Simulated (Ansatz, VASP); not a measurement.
# NbB3 in two plane-wave programs

Wanted: the spread between two codes on one cell, functional and k mesh. The cell is generated by rule, not measured, and may not be a known phase. The cell is taken from a series of runs on this material, whose earlier steps may have relaxed, scaled, displaced or heated it; both programs get it as it stands.

Program: Ansatz 0.2.0. Level of theory: plane waves, with VASP 6.6.1 beside it; relaxation of cell and atoms at PBE with D3(BJ). Results are calculated unless marked as measured.

The structure was built from a prototype and need not be the compound's stable phase.

### 1. The starting structure

The structure is orthorhombic, space group Cmcm (No. 63). Conventional cell: a = 4.233 Å, b = 7.566 Å, c = 4.284 Å, α = 90.00°, β = 90.00°, γ = 90.00°. Nearest to Nb lie 13 B at 2.39 to 2.61 Å. Nearest to B lie 6 B at 1.81 to 2.64 Å and 5 Nb at 2.39 to 2.61 Å. Nearest to B lie 6 B at 1.75 to 2.48 Å and 4 Nb at 2.39 to 2.46 Å. Farther neighbours are not listed.

Structure file:

```
Nb B
1.0
     2.11670   -3.78288    0.00000
     2.11670    3.78288    0.00000
     0.00000    0.00000    4.28420
Nb B
2 6
Direct
  0.74221 0.25779 0.75000
  0.25779 0.74221 0.25000
  0.60239 0.39761 0.25000
  0.39761 0.60239 0.75000
  0.20657 0.20657 0.50000
  0.79343 0.79343 0.00000
  0.79343 0.79343 0.50000
  0.20657 0.20657 0.00000
```

### 2. VASP: relaxation of cell and atoms, PBE with D3(BJ)

The relaxed volume is the usual yardstick between codes: in a stiff, nearly cubic crystal its relative difference is about their pressure difference at one cell divided by the bulk modulus.

Lines of VASP's logs that name or quote its potential files are left out, and so is its time.

INCAR

```
SYSTEM = NbB3
PREC = Accurate
ENCUT = 500
EDIFF = 1E-07
NELM = 120
ISMEAR = 1
SIGMA = 0.2
LREAL = .FALSE.
ALGO = Normal
GGA = PE
IVDW = 12
NBANDS = 30
LASPH = .TRUE.
LORBIT = 11
LWAVE = .FALSE.
LCHARG = .FALSE.
ISIF = 3
IBRION = 2
NSW = 80
EDIFFG = -0.005
GGA_COMPAT = .FALSE.
NELMIN = 4
KPAR = 2
```

POSCAR

```
NbB3
1.0
    2.1167030000     -3.7828760000      0.0000000000
    2.1167030000      3.7828760000      0.0000000000
    0.0000000000      0.0000000000      4.2841960000
Nb B
2 6
Direct
    0.7422116136      0.2577883864      0.7500000000
    0.2577883864      0.7422116136      0.2500000000
    0.6023949767      0.3976050233      0.2500000000
    0.3976050233      0.6023949767      0.7500000000
    0.2065674778      0.2065674778      0.5000000000
    0.7934325222      0.7934325222      0.0000000000
    0.7934325222      0.7934325222      0.5000000000
    0.2065674778      0.2065674778      0.0000000000
```

KPOINTS

```
Automatic mesh
0
Gamma
10 10 8
0 0 0
```

PAW data sets: Nb_sv and B (PBE family, release 64).

The run is started by

```console
$ mpirun -np 2 vasp_std
```

Numbers of over 12 decimals in the logs are rounded to 6 here.

The program printed:

```text
[banner, memory and clock lines left out]
running    2 mpi-ranks, on    1 nodes
 distrk:  each k-point on    1 cores,    2 groups
 distr:  one band on    1 cores,    1 groups

 POSCAR found type information on POSCAR NbB
 POSCAR found :  2 types and       8 ions
 LDA part: xc-table for (Slater+PW92), standard interpolation
 POSCAR, INCAR and KPOINTS ok, starting setup
 FFT: planning ... GRIDC
 FFT: planning ... GRID_SOFT
 FFT: planning ... GRID
 WAVECAR not read
 entering main loop
       N       E                     dE             d eps       ncg     rms          rms(c)
DAV:   1     0.360254795783E+03    0.36025E+03   -0.22570E+04  9300   0.143E+03
DAV:   2    -0.372182491804E+02   -0.39747E+03   -0.38513E+03 11368   0.503E+02
DAV:   3    -0.674932619331E+02   -0.30275E+02   -0.29742E+02 17448   0.108E+02
DAV:   4    -0.688552059937E+02   -0.13619E+01   -0.13551E+01 13464   0.185E+01
DAV:   5    -0.689201142288E+02   -0.64908E-01   -0.64831E-01 16752   0.455E+00    0.172E+01
DAV:   6    -0.622951508562E+02    0.66250E+01   -0.37772E+01 13984   0.335E+01    0.486E+00
DAV:   7    -0.622321305178E+02    0.63020E-01   -0.40749E+00 15220   0.122E+01    0.380E+00
DAV:   8    -0.622338724341E+02   -0.17419E-02   -0.21669E-01 14274   0.277E+00    0.131E+00
DAV:   9    -0.622363354968E+02   -0.24631E-02   -0.31109E-02 16444   0.118E+00    0.286E-01
DAV:  10    -0.622363012017E+02    0.34295E-04   -0.22513E-03 13814   0.323E-01    0.132E-01
DAV:  11    -0.622363597219E+02   -0.58520E-04   -0.27759E-04 14288   0.149E-01    0.407E-02
DAV:  12    -0.622363616934E+02   -0.19716E-05   -0.18088E-05 15710   0.324E-02    0.113E-02
DAV:  13    -0.622363629197E+02   -0.12263E-05   -0.28220E-06 13052   0.133E-02    0.355E-03
DAV:  14    -0.622363625647E+02    0.35503E-06   -0.25301E-07  8838   0.414E-03    0.123E-03
DAV:  15    -0.622363624689E+02    0.95783E-07   -0.72186E-08  7448   0.258E-03
   1 F= -.65384018E+02 E0= -.65380488E+02  d E =-.653840E+02
[...]
2 F= -.65384018E+02 E0= -.65380455E+02  d E =-.843034E-06
[...]
3 F= -.65384097E+02 E0= -.65380551E+02  d E =-.798558E-04
[...]
4 F= -.65384098E+02 E0= -.65380551E+02  d E =-.799367E-04
[...]
5 F= -.65384110E+02 E0= -.65380542E+02  d E =-.127322E-04
 trial-energy change:   -0.000013  1 .order   -0.000013   -0.000019   -0.000007
 step:   1.4639(harm=  1.4639)  dis= 0.00073  next Energy=   -65.384113 (dE=-0.152E-04)
 bond charge predicted
       N       E                     dE             d eps       ncg     rms          rms(c)
DAV:   1    -0.622332649224E+02   -0.10981E-03   -0.38989E-04  9512   0.148E-01    0.130E-02
DAV:   2    -0.622332622486E+02    0.26738E-05   -0.20459E-05 13324   0.358E-02    0.701E-03
DAV:   3    -0.622332611242E+02    0.11244E-05   -0.17472E-06 13336   0.101E-02    0.277E-03
DAV:   4    -0.622332609277E+02    0.19653E-06   -0.35018E-07 10476   0.426E-03    0.705E-04
DAV:   5    -0.622332608894E+02    0.38344E-07   -0.45203E-08  7106   0.184E-03
   6 F= -.65384112E+02 E0= -.65380530E+02  d E =-.148111E-04
 curvature:  -0.79 expect dE=-0.258E-05 dE for cont linesearch -0.457E-09
 trial: gam= 0.15213 g(F)=  0.185E-05 g(S)=  0.143E-05 ort = 0.114E-06 (trialstep = 0.101E+01)
 search vector abs. value=  0.383E-05
 reached required accuracy - stopping structural energy minimisation
```

Parts of OUTCAR (step 2):

```text
ion  position               nearest neighbor table
   1  0.742  0.258  0.750-   3 2.39   3 2.39   6 2.39   7 2.39   8 2.39   5 2.39   4 2.42   4 2.42
                             7 2.46   6 2.46   5 2.46   8 2.46   4 2.61   2 3.01   2 3.01   2 3.01
   2  0.258  0.742  0.250-   4 2.39   4 2.39   6 2.39   7 2.39   8 2.39   5 2.39   3 2.42   3 2.42
                             6 2.46   5 2.46   8 2.46   7 2.46   3 2.61   1 3.01   1 3.01   1 3.01
   3  0.602  0.398  0.250-   5 1.81   6 1.81   7 1.81   8 1.81   1 2.39   1 2.39   2 2.42   2 2.42
                             2 2.61
   4  0.398  0.602  0.750-   5 1.81   6 1.81   7 1.81   8 1.81   2 2.39   2 2.39   1 2.42   1 2.42
                             1 2.61
   5  0.207  0.207  0.500-   7 1.75   4 1.81   3 1.81   8 2.14   8 2.14   2 2.39   1 2.39   2 2.46
                             1 2.46
   6  0.793  0.793  0.000-   8 1.75   4 1.81   3 1.81   7 2.14   7 2.14   2 2.39   1 2.39   1 2.46
                             2 2.46
   7  0.793  0.793  0.500-   5 1.75   4 1.81   3 1.81   6 2.14   6 2.14   2 2.39   1 2.39   1 2.46
                             2 2.46
   8  0.207  0.207  0.000-   6 1.75   4 1.81   3 1.81   5 2.14   5 2.14   2 2.39   1 2.39   2 2.46
                             1 2.46

  LATTYP: Found a base centered orthorhombic cell.
 ALAT       =     4.2334060000
 B/A-ratio  =     1.7871548347
 C/A-ratio  =     1.0119974319

 Subroutine GETGRP returns: Found  8 space group operations
 (whereof  4 operations were pure point group operations)

The static configuration has the point symmetry C_2h.
 The point group associated with its full space group is D_2h.

 Found    155 irreducible k-points:

   k-points           NKPTS =    155   k-points in BZ     NKDIM =    155   number of bands    NBANDS=     30

   dimension x,y,z NGX =    32 NGY =   32 NGZ =   32
   dimension x,y,z NGXF=    64 NGYF=   64 NGZF=   64

   ENCUT  =  500.0 eV  36.75 Ry    6.06 a.u.   7.90  7.90  7.81*2*pi/ulx,y,z

   NELECT =      44.0000    total number of electrons

 k-points in reciprocal lattice and weights: Automatic mesh
   0.00000000  0.00000000  0.00000000       0.001
   0.10000000 -0.00000000  0.00000000       0.005
   0.20000000 -0.00000000  0.00000000       0.005
   0.30000000 -0.00000000  0.00000000       0.005
   0.40000000  0.00000000  0.00000000       0.005
   0.50000000 -0.00000000  0.00000000       0.003
   0.10000000  0.10000000  0.00000000       0.003
   0.20000000  0.10000000  0.00000000       0.005
   0.30000000  0.10000000  0.00000000       0.005
[...]
-0.40000000  0.40000000  0.50000000       0.003
   0.50000000  0.50000000  0.50000000       0.001

 Edisp (eV)   -3.15096

 average (electrostatic) potential at core
       1 -77.5016       2 -77.5016       3 -22.1301       4 -22.1301       5 -22.1114
       6 -22.1114       7 -22.1114       8 -22.1114

 E-fermi :  11.4822

 k-point     1 :       0.0000    0.0000    0.0000
  band No.  band energies     occupation
    ...
     17       5.9864      2.00000
     18       6.1595      2.00000
     19       7.0832      2.00000
     20       7.4351      2.00000
     21      10.0836      2.00000
     22      11.6879     -0.05571
     23      13.8151     -0.00000
     24      13.8167     -0.00000
     25      15.0563     -0.00000
     26      15.0839     -0.00000
    ...

 k-point     2 :       0.1000   -0.0000    0.0000
  band No.  band energies     occupation
    ...
     17       6.1483      2.00000
     18       6.2587      2.00000
     19       7.1985      2.00000
     20       7.4641      2.00000
     21       9.9426      2.00000
     22      11.9205     -0.00821
     23      13.4254     -0.00000
     24      13.6596     -0.00000
     25      14.3912     -0.00000
     26      14.9138     -0.00000
    ...

 k-point     3 :       0.2000   -0.0000    0.0000
  band No.  band energies     occupation
    ...
     17       6.4617      2.00000
     18       6.6818      2.00000
     19       7.3543      2.00000
     20       7.5968      2.00000
     21       9.6104      2.00000
     22      12.3802     -0.00000
     23      12.5738     -0.00000
     24      13.3430     -0.00000
     25      13.7255     -0.00000
     26      14.5238     -0.00000
    ...

 Edisp (eV)   -3.15085

  Total      -0.01309     0.00781     0.00218     0.00000     0.00000     0.00000
  in kB      -0.30593     0.18266     0.05087     0.00000     0.00000     0.00000
  external pressure =       -0.02 kB  Pullay stress =        0.00 kB

  energy-cutoff  :      500.00
  volume of cell :       68.54
      direct lattice vectors                 reciprocal lattice vectors
     2.116738715 -3.779862776  0.000000000     0.236212432 -0.132279934 -0.000000000
     2.116738715  3.779862776 -0.000000000     0.236212432  0.132279934  0.000000000
     0.000000000 -0.000000000  4.283209752     0.000000000  0.000000000  0.233469771

 POSITION                                       TOTAL-FORCE (eV/Angst)
 -----------------------------------------------------------------------------------
      2.11674     -1.83101      3.21241         0.000000      0.001841     -0.000000
      2.11674      1.83101      1.07080         0.000000     -0.001841      0.000000
      2.11674     -0.77503      1.07080         0.000000     -0.003811      0.000000
      2.11674      0.77503      3.21241         0.000000      0.003811     -0.000000
      0.87458     -0.00000      2.14160        -0.000798     -0.000000     -0.000000
      3.35890      0.00000      0.00000         0.000798     -0.000000     -0.000000
      3.35890     -0.00000      2.14160         0.000798     -0.000000     -0.000000
      0.87458     -0.00000      0.00000        -0.000798     -0.000000     -0.000000
 -----------------------------------------------------------------------------------
    total drift:                                0.000000     -0.000000     -0.000000

  FREE ENERGIE OF THE ION-ELECTRON SYSTEM (eV)
  ---------------------------------------------------
  free  energy   TOTEN  =       -65.3841123416 eV

  energy  without entropy=      -65.3733665911  energy(sigma->0) =      -65.38053042

 reached required accuracy - stopping structural energy minimisation

 total charge
# of ion       s       p       d       tot
------------------------------------------
    1        2.161   6.067   2.597  10.825
    2        2.161   6.067   2.597  10.825
    3        0.675   1.284   0.000   1.959
    4        0.675   1.284   0.000   1.959
    5        0.672   1.239   0.000   1.911
    6        0.672   1.239   0.000   1.911
    7        0.672   1.239   0.000   1.911
    8        0.672   1.239   0.000   1.911
--------------------------------------------------
tot          8.361  19.659   5.193  33.213

[... 3 further parts left out ...]
```

The run keeps the 8 symmetry operations of its start, so it cannot find a distortion of lower symmetry.

(Continued in part 2 of 2.)

[Lines on the potential files, build, host, timing and source positions are cut from VASP's logs without a mark.]

[Logs are printed without paths, hosts, clocks, repeated set-up lines and the standing remarks that a program may print on its own settings, such as how far it seeks lower states.]

[Hosts, paths, dates, database ids (printed as entryN), source tags and the programs' standing remarks are cut or masked in the printed files.]
